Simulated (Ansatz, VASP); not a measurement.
# TiSi in two plane-wave programs, part 2 of 2

Wanted: the spread between two codes on one cell, functional and k mesh. The cell is generated by rule, not measured, and may not be a known phase. The cell is taken from a series of runs on this material, whose earlier steps may have relaxed, scaled, displaced or heated it; both programs get it as it stands.

VASP 6.6.1 and Ansatz 0.2.0.

So far: Set-up; VASP: zone-centre phonons, LDA.

The structure was built from a prototype and need not be the compound's stable phase.

## (3) Ansatz: zone-centre phonons, LDA

Level of this step: Ansatz beside VASP: Kohn-Sham DFT, plane waves, LDA (Ansatz).

Ansatz runs on its default PAW (the set named soft_2) files.

The same cell, functional (in two slightly different forms), mesh and smearing now go to Ansatz, which takes its cutoff from its data sets.

Contents of input.yaml:

```yaml
crystal:
  lattice:
    - [4.3043016265, 0.0, 0.0]
    - [-2.1521508133, 3.7276345541, 0.0]
    - [0.0, 0.0, 4.861953728]
  atoms:
    - { symbol: Ti, position: [0.3333333333, 0.6666666667, -0.0625] }
    - { symbol: Ti, position: [0.6666666667, 0.3333333333, 0.4375] }
    - { symbol: Si, position: [0.3333333333, 0.6666666667, 0.4375] }
    - { symbol: Si, position: [0.6666666667, 0.3333333333, 0.9375] }
kpoints:
  mp_grid: { grid: [12, 12, 8] }
hamiltonian:
  xc: lda
scf:
  occupations: { method: methfessel_paxton, width: 0.15 }
output:
  eigenvalues: true
phonons:
  method: dfpt
```

On the command line:

```sh
ansatz run input.yaml --threads 4 --pin off --max-ram 7168MiB --backend cpu --events-out ev --progress --plain --runs-dir out
```

Numbers of over 12 decimals in the logs are rounded to 6 here.

What it wrote:

```text
zone centre: on kpoints.mp_grid the ground state, and the responses unless they are solved on pairs of k-points, stand on 215 of the mesh's 1152 k-points, reduced under 4 symmetry operations, with k and −k counted as one. Each operation leaves every solved displacement unchanged or reverses it
Engine: ansatz 0.2.0, aarch64-unknown-linux-gnu
Pseudopotentials: kind: paw
Pseudopotential: Ti, paw, valence charge 12, recommended cutoff 420 eV (normal), Ti.paw.azcp
Pseudopotential: Si, paw, valence charge 4, recommended cutoff 420 eV (normal), Si.paw.azcp
Functional definition: SPW92
  exchange = slater_x
  correlation = pw_c
Crystal: 4 atoms, lattice volume = 78.009 Å³
Basis set: ecut = 420 eV, 1511 PW (Γ), exchange–correlation on 60×60×80 points (8 copies of the dense FFT grid, shifted against one another)
Bands: 20, of which v1, the nominal top of the filled ones, is band 16 counted from 1 (15 counted from 0)
Symmetry: 24 space group operations
k-points: 215 of 1152 (irreducible under 4 space group operations, time reversal used)
Non-local potential: Ti, projectors of the file, l = 0: 3, l = 1: 2, l = 2: 3, l = 3: 1
Non-local potential: Si, projectors of the file, l = 0: 2, l = 1: 2, l = 2: 2
PAW form: soft (Blöchl's): semilocal exchange-correlation on the pseudo side does not see the compensation charge
PAW frozen core: Ti, regenerated for the run's functional, and the local potential with it (the file was generated under x = pbe(κ = 0.804, μ = 0.219515), c = pbe(β = 0.066725))
PAW frozen core: Si, regenerated for the run's functional, and the local potential with it (the file was generated under x = pbe(κ = 0.804, μ = 0.219515), c = pbe(β = 0.066725))
PAW one-centre angular grid: Ti, 590 points (default); XC on 64 Gauss nodes
PAW one-centre angular grid: Si, 110 points (default); XC on 64 Gauss nodes
Initial density: superposition of atomic densities (neutral atoms: chi_scale 0, normalization atom), corrected by the library's trained network
Initial wavefunctions: pseudopotential atomic-orbital guess
Functional: x = slater, c = lda
SCF iter   1: F=—  HF=-6118.170482 eV  |F-HF|=—  |Δ(HF+E_count)|=         —  Δρ=6.95e-3  dr2=2.70e-2  ethr=1.77e-3  ⟨swp⟩=5.0  Hψ=19859  notcnv=0
preconditioner: auto → Kerker (q_TF=auto, 2.352 Å⁻¹)  [metal: Δε(μ)=0.045 eV  Ē_g=4.254 eV  σ=0.150 eV  W_gap=0.24  n_scr=20 (ndim 8)  ℏωp=16.8 eV  f_vac=0.001  D(μ)=0.58/eV (n_scr^D=0)]
SCF iter   2: F=—  HF=-6118.162934 eV  |F-HF|=—  |Δ(HF+E_count)|=   7.55e-3  S|Δr|=    0.00e0  Δρ=3.55e-3  dr2=8.43e-3  ethr=8.44e-5  ⟨swp⟩=1.0  Hψ=6020  notcnv=0
SCF iter   3: F=—  HF=-6118.160533 eV  |F-HF|=—  |Δ(HF+E_count)|=   2.40e-3  S|Δr|=    0.00e0  Δρ=6.41e-4  dr2=2.49e-4  ethr=2.64e-5  ⟨swp⟩=2.2  Hψ=6358  notcnv=0
SCF iter   4: F=—  HF=-6118.160500 eV  |F-HF|=—  |Δ(HF+E_count)|=   3.29e-5  S|Δr|=    0.00e0  Δρ=2.66e-4  dr2=8.45e-5  ethr=7.77e-7  ⟨swp⟩=2.2  Hψ=6782  notcnv=0
SCF iter   5: F=—  HF=-6118.160482 eV  |F-HF|=—  |Δ(HF+E_count)|=   1.85e-5  S|Δr|=    0.00e0  Δρ=6.11e-5  dr2=4.81e-6  ethr=2.64e-7  ⟨swp⟩=2.0  Hψ=5641  notcnv=0
SCF iter   6: F=—  HF=-6118.160480 eV  |F-HF|=—  |Δ(HF+E_count)|=   2.12e-6  S|Δr|=    0.00e0  Δρ=1.77e-5  dr2=4.68e-7  ethr=1.50e-8  ⟨swp⟩=2.3  Hψ=5678  notcnv=0
SCF iter   7: F=—  HF=-6118.160480 eV  |F-HF|=—  |Δ(HF+E_count)|=   3.51e-8  S|Δr|=    0.00e0  Δρ=5.65e-6  dr2=3.37e-8  ethr=1.46e-9  ⟨swp⟩=2.4  Hψ=5850  notcnv=0
SCF iter   8: F=—  HF=-6118.160480 eV  |F-HF|=—  |Δ(HF+E_count)|=   1.03e-8  S|Δr|=    0.00e0  Δρ=9.15e-7  dr2=4.52e-10  ethr=1.05e-10  ⟨swp⟩=2.0  Hψ=5739  notcnv=0
SCF iter   9: F=—  HF=-6118.160480 eV  |F-HF|=—  |Δ(HF+E_count)|=  3.94e-10  S|Δr|=    0.00e0  Δρ=2.27e-7  dr2=4.36e-11  ethr=1.41e-12  ⟨swp⟩=2.1  Hψ=6132  notcnv=0
SCF iter  10: F=-6118.160480 eV  HF=-6118.160480 eV  |F-HF|=1.82e-12  |Δ(HF+E_count)|=  1.82e-12  S|Δr|=    0.00e0  Δρ=3.84e-8  dr2=1.26e-12  ethr=1.00e-12  ⟨swp⟩=5.4  Hψ=17502  notcnv=0
SCF 1 converged in 10 iterations: F = -6118.160480 eV  dr2 = 1.26e-12
  greatest PAW one-centre occupation: 0.999 electrons in one spin orbital (limit 2), on the Ti atom at site 1 (counted from 0), in its partial waves of l = 0
DFPT response loops at Γ: preconditioner auto → Kerker (q_TF=auto, 2.352 Å⁻¹) (partly filled bands, converged f_vac=0.000); β = 1.00, the filter's whole step (`scf.mixing.beta` (0.50) is not read by the response loops under this deck's `scf.mixing.preconditioner`; to damp them name `kerker` or `kerker_dos`, under which they read `scf.mixing.beta`, and type it under 1.00, their step now; both keys bind the ground state too); Broyden in place of MSR1
SCF converged after 10 iterations
Stability not checked: this state was not tested for a lower state beside it, because cold or Methfessel-Paxton smearing, or corrected tetrahedra, fill the levels in a way that the test cannot read (fill_not_monotonic; see scf.lower_state_search)
Free energy (F): -6118.160480 eV
Harris-Foulkes:  -6118.160480 eV  (|F-HF|=1.82e-12)
Internal energy: -6118.162386 eV  (E = F + TS)
E sigma→0 (E₀):  -6118.160956 eV
Entropy (-TS):   0.001906 eV (0.477 meV/atom)
Fermi energy:    8.030720 eV
--- Per-component energies (eV) ---
  E_band       = -403.295690
  E_kinetic    = 627.663145
  E_local      = -2384.906845  (includes V_loc(G=0)·N_el)
  E_nonlocal   = 81.246949
  E_hartree    = 980.468027
  E_xc         = -303.783067
  E_vxc        = -338.425574  (∫ρ·V_xc dr)
  E_paw        = -2970.896925  (= ΣΔE_a)
  E_vpaw       = -349.809575  (= ΣTr[D̂ρ^β])
  E_aug_tail   = 0.000209  (compensation charges beyond the density's cutoff)
  E_ewald      = -2148.774441
  E_core_change = 0.820562  (= ΣΔE_core)
  E_smearing   = 0.001906  (= −TS)
  E_closure    = -0.000000  (closes the sum)
  Σ components = -6118.160480   (vs F -6118.160480, Δ=0.00e0)
--- Band table (eV; the first three rows and the last of 215) ---
  k-point 0: bands = [... 12 lower, 6.4683, 6.9118, 6.9118, 8.2370, 8.2370, 8.8832, 10.0456, 10.0456]
  k-point 1: bands = [... 12 lower, 6.4352, 6.7906, 6.7906, 8.4405, 8.4405, 8.6399, 10.1019, 10.1019]
  k-point 2: bands = [... 12 lower, 6.3623, 6.5710, 6.5710, 7.9931, 8.8924, 8.8924, 10.1900, 10.1900]
  k-point 214: bands = [... 12 lower, 6.2594, 6.2594, 7.3123, 7.3123, 8.7772, 8.7772, 9.8272, 9.8272]
--- Phonons (Γ-DFPT): 4 representative perturbations + reference, on 215 of 1152 k-points (Σ response iterations 12) ---
  k mesh reduced under 4 symmetry operations, with k and −k counted as one. Each operation leaves every solved displacement unchanged or reverses it
  ASR residual: 1.805e-5 → 0.000e0 eV/Å²; symmetrization residual: 4.343e-6 eV/Å²
  ASR residual per site (eV/Å²): 1.81e-5 1.81e-5 6.20e-6 6.20e-6
  Γ frequencies (cm⁻¹): 0.00 0.00 0.00 118.43 167.98 167.98 343.94 343.94 368.09 368.09 440.28 451.15
  non-analytic LO–TO correction: not included (Born effective charges unavailable; polar crystals: no LO–TO splitting at Γ)
```

## (4) Side by side

Known differences besides the potentials themselves: the two LDA forms differ slightly; the cutoff is 420 eV in Ansatz and 500 eV in VASP; VASP's log shows a relativistic correction to its local exchange, Ansatz's none. Total energies have different zeros and are not compared.

Both answers:

```
                  quantity  Ansatz   VASP  difference
     optical mode 1 (cm⁻¹)   118.4  113.0     +4.81 %
optical mode 2 to 3 (cm⁻¹)   168.0  168.0     -0.04 %
optical mode 4 to 5 (cm⁻¹)   343.9  345.8     -0.54 %
optical mode 6 to 7 (cm⁻¹)   368.1  369.4     -0.34 %
     optical mode 8 (cm⁻¹)   440.3  442.7     -0.54 %
     optical mode 9 (cm⁻¹)   451.1  455.0     -0.84 %
```

Modes are paired by rising frequency, not by their patterns, so a pair may set unlike modes beside each other; they are those without the splitting of longitudinal modes.

## (5) Summary of results

| Quantity | Value |
| --- | --- |
| r.m.s. difference of the optical zone-centre modes, each program's sorted by frequency (zone-centre phonons, LDA) | 2.6 cm⁻¹ |
| difference in optical mode 1 (zone-centre phonons, LDA) | +4.8 % |

What this shows: The r.m.s. difference of the optical zone-centre modes, each program's sorted by frequency is 2.6 cm⁻¹ (zone-centre phonons, LDA). Among the rows given in per cent, the largest difference of the zone-centre phonons, LDA pair is in optical mode 1, +4.8 %. Such differences can come from data sets, numerical settings and the points named under the comparisons, not from the functional's error against experiment.

[Lines on the potential files, build, host, timing and source positions are cut from VASP's logs without a mark.]

[Logs are printed without paths, hosts, clocks, repeated set-up lines and the standing remarks that a program may print on its own settings, such as how far it seeks lower states.]

[Hosts, paths, dates, database ids (printed as entryN), source tags and the programs' standing remarks are cut or masked in the printed files.]
